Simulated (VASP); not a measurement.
An input for Quantum ESPRESSO's pw.x (written as the equivalent of a VASP run, and not itself run):

```
&CONTROL
  calculation = 'vc-relax'
  pseudo_dir = './pseudo'
  outdir = './out'
  tprnfor = .true.
  tstress = .true.
  nstep = 30
  forc_conv_thr = 0.00039
/
&SYSTEM
  ibrav = 0
  nat = 3
  ntyp = 2
  ecutwfc = 84
  occupations = 'smearing'
  smearing = 'gaussian'
  degauss = 0.003675
  input_dft = 'pbe'
/
&ELECTRONS
  conv_thr = 7.3e-09
  electron_maxstep = 100
/
&IONS
/
&CELL
  cell_dofree = 'shape'
/
ATOMIC_SPECIES
  Mg 24.305 Mg.upf
  I 126.904 I.upf
CELL_PARAMETERS angstrom
     2.0611539   -3.5700228    0.0000000
     2.0611539    3.5700228    0.0000000
     0.0000000    0.0000000    7.4148085
ATOMIC_POSITIONS crystal
  Mg   0.0000000  0.0000000  0.0000000
  I    0.3333330  0.6666670  0.2206639
  I    0.6666670  0.3333330  0.7793361
K_POINTS automatic
  6 6 3 0 0 0
```

### Question
Translate this input to VASP (INCAR, KPOINTS, POSCAR, choice of POTCAR).

### Answer
One answer among several that fit: 
### POSCAR
```
MgI2
1
    2.0611538634    -3.5700227798     0.0000000000
    2.0611538634     3.5700227798     0.0000000000
    0.0000000000     0.0000000000     7.4148084576
Mg I
1 2
Direct
  0.0000000000   0.0000000000   0.0000000000
  0.3333330000   0.6666670000   0.2206639329
  0.6666670000   0.3333330000   0.7793360671
```

### KPOINTS
```
Automatic mesh
0
Gamma
6 6 3
0 0 0
```

**INCAR**
```
SYSTEM = MgI2
PREC = Accurate
ENCUT = 520
EDIFF = 1E-7
NELM = 100
ALGO = Normal
LREAL = .FALSE.
LASPH = .TRUE.
ISMEAR = 0
SIGMA = 0.05
GGA = PE
LMAXMIX = 4
LWAVE = .FALSE.
LCHARG = .FALSE.
ISIF = 4
IBRION = 2
NSW = 30
EDIFFG = -0.01
```

POTCAR, in this order: Mg I (PBE.64 set). Program: vasp_std.

Limits of the translation: the potentials are each code's own (VASP's PAW set, PseudoDojo norm-conserving files in pw.x), so ENCUT and ecutwfc are chosen apart and not converted; conv_thr bounds pw.x's estimated SCF error, while EDIFF bounds the energy change between steps; forc_conv_thr acts on force components and is met together with etot_conv_thr.

The compound is MgI2 in the 1T layered structure. This cell is one point of a volume scan, at 0.94 of the reference volume. Symmetry was kept, so distortions that lower it aren't found.
